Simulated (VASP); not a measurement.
A convergence study with VASP on LiBr (rock salt): one setting is varied, all else stays as given below, so the limit is that of these other settings.

```xyz
2
Lattice="0.0000 2.7500 2.7500 2.7500 0.0000 2.7500 2.7500 2.7500 0.0000" Properties=species:S:1:pos:R:3 pbc="T T T"
Li     0.0000     0.0000     0.0000
Br     2.7500     2.7500     2.7500
```

The numbers are results of PBE GGA, VASP's PBE PAW potentials (set 64) (plane waves; VASP), not measurements. The tightest run used: 700 eV cut-off, 17×17×17 Γ-centred mesh, tetrahedra with Blöchl corrections, potentials Li_sv Br.

Gaps are read on the run's mesh, which can miss a band edge.

```
setting     E (eV/atom)  pressure (GPa)  gap on the mesh (eV)  irreducible k-points
----------  -----------  --------------  --------------------  --------------------
3×3×3 mesh      -3.2846            0.89                 4.930                     4
4×4×4 mesh      -3.3158            0.23                 4.943                     8
5×5×5 mesh      -3.3202            0.11                 4.945                    10
```

### Question
These are the cheaper rows. Estimate the results at 17×17×17 mesh, and how far the last row shown lies from them.

### Answer

| quantity | tightest run | last row shown is off by |
|---|---|---|
| E (eV/atom) | -3.3211 | 0.0009 |
| pressure (GPa) | 0.08 | 0.03 |
| gap on the mesh (eV) | 4.941 | 0.004 |

Left out are rungs that failed or repeat a setting and relaxations that didn't move; long series are thinned to 24 rows.

The compound is LiBr in the rock salt structure. The cell was not relaxed at this level.
